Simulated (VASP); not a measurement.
Given:

```
CELL_PARAMETERS angstrom
      4.62821     0.00000     0.00000
      0.00000     4.62821     0.00000
      0.00000     0.00000     3.15310
ATOMIC_POSITIONS crystal
  Mn 0.00000 0.00000 0.00000
  Mn 0.50000 0.50000 0.50000
  F  0.30118 0.30118 0.00000
  F  0.80118 0.19882 0.50000
  F  0.19882 0.80118 0.50000
  F  0.69882 0.69882 0.00000
```
Starting moments (μB, in the order of the record's atoms Mn Mn F F F F): 4.4 -4.4 0.0 0.0 0.0 0.0.

These are LDA (Ceperley-Alder, Perdew-Zunger), VASP's LDA PAW potentials (set 64) (plane waves; VASP 6.6.1) values and carry that method's errors. Numerical set-up: 620 eV cut-off, 5×5×7 Γ-centred mesh, Gaussian smearing of 0.050 eV, potentials Mn_pv F.

Task: Predict the cell moment, energy per atom (σ→0), pressure.

Result: 
```json
{
 "cell_moment": "0.00 μB",
 "energy per atom (σ→0)": "-6.960 eV/atom",
 "pressure": "9.96 GPa"
}
```

Task: Give the moment on each site (PAW-sphere projection).

Result: 
```csv
site,moment (μB)
Mn1,4.38
Mn2,-4.38
F3,-0.03
F4,0.03
F5,0.03
F6,-0.03
```

Only differences to runs with the same potentials and settings are physical.

The compound is MnF2 in the rutile structure. It was relaxed first under an external pressure of 10 GPa.
